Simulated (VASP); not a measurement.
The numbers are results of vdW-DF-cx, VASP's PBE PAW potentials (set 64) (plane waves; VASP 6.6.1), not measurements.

VASP input:

File KPOINTS:
```
Automatic
0
gamma
7 7 7
0 0 0
```

**POSCAR**
```
CaF2
1
    0.0000000000     2.7804041488     2.7804041488
    2.7804041488     0.0000000000     2.7804041488
    2.7804041488     2.7804041488     0.0000000000
Ca F
1 2
Direct
  1.0000000000   1.0000000000   0.0000000000
  0.2500000000   0.2500000000   0.2500000000
  0.7500000000   0.7500000000   0.7500000000
```

INCAR:
```
! general
SYSTEM   = CaF2
PREC     = Accurate
ENCUT    = 520   ! plane-wave cut-off (eV)
LREAL    = .FALSE.   ! projection in real space or not
LASPH    = .TRUE.   ! aspherical one-centre terms

! electronic loop
EDIFF    = 1E-7   ! SCF stop (eV)
NELM     = 100   ! most electronic steps
ALGO     = Normal   ! blocked Davidson

! smearing
ISMEAR   = 0   ! Gaussian
SIGMA    = 0.05

! functional
GGA      = CX
LUSE_VDW = .TRUE.
AGGAC    = 0.0

! ions
ISIF     = 2

! output
LWAVE    = .FALSE.
LCHARG   = .FALSE.
```

POTCAR, in this order: Ca_sv F (PBE.64 set). Program: vasp_std.

Question: What does the run give for the energy per atom (σ→0), pressure?

Answer: 
- energy per atom (σ→0): -3.751 eV/atom
- pressure: -4.31 GPa

**OSZICAR**
```
...
DAV:   9    -0.112504038435E+02   -0.66974E-02   -0.12435E-02   816   0.852E-01    0.154E-01
DAV:  10    -0.112515884642E+02   -0.11846E-02   -0.30389E-03   736   0.419E-01    0.299E-02
DAV:  11    -0.112516013195E+02   -0.12855E-04   -0.16944E-04   888   0.103E-01    0.121E-02
DAV:  12    -0.112516218716E+02   -0.20552E-04   -0.50663E-05   648   0.496E-02    0.557E-03
DAV:  13    -0.112516219050E+02   -0.33481E-07   -0.61556E-06   960   0.191E-02    0.336E-03
DAV:  14    -0.112516215085E+02    0.39652E-06   -0.44311E-07   688   0.791E-03    0.500E-04
DAV:  15    -0.112516214974E+02    0.11087E-07   -0.38214E-08   712   0.171E-03
   1 F= -.11251621E+02 E0= -.11251621E+02  d E =-.779308E-20
```

The compound is CaF2 in the fluorite structure. This cell is one point of a volume scan, at 1.06 of the reference volume.
